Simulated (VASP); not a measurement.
```
CELL_PARAMETERS angstrom
      3.09681     0.00000     0.00000
     -1.54841     2.68192     0.00000
      0.00000     0.00000     5.34858
ATOMIC_POSITIONS crystal
  Hf 0.66667 0.33333 0.75000
  Hf 0.33333 0.66667 0.25000
  N  0.00000 0.00000 0.00000
  N  0.00000 0.00000 0.50000
```

Level of theory: LDA (Ceperley-Alder, Perdew-Zunger), VASP's LDA PAW potentials (set 64) (plane waves; VASP). Settings: 520 eV cut-off, 13×13×7 Γ-centred mesh, tetrahedra with Blöchl corrections, potentials Hf_pv N.

Unless said otherwise, spin-orbit coupling is left out, though it shifts the bands of the heavy elements here.

**Question.** Predict the energy per atom (σ→0), band gap (on the k-mesh) with the smallest direct gap where there is one.

**Answer.** 
| Quantity | Value |
|---|---|
| band gap (on the k-mesh) | none (metal, semimetal or under 0.01 eV) |
| energy per atom (σ→0) | -11.901 eV/atom |

Only differences to runs with the same potentials and settings are physical.

The structure comes from a computed database's HfN entry (P6_3/mmc); how it stands against other phases isn't given here. It was relaxed first.
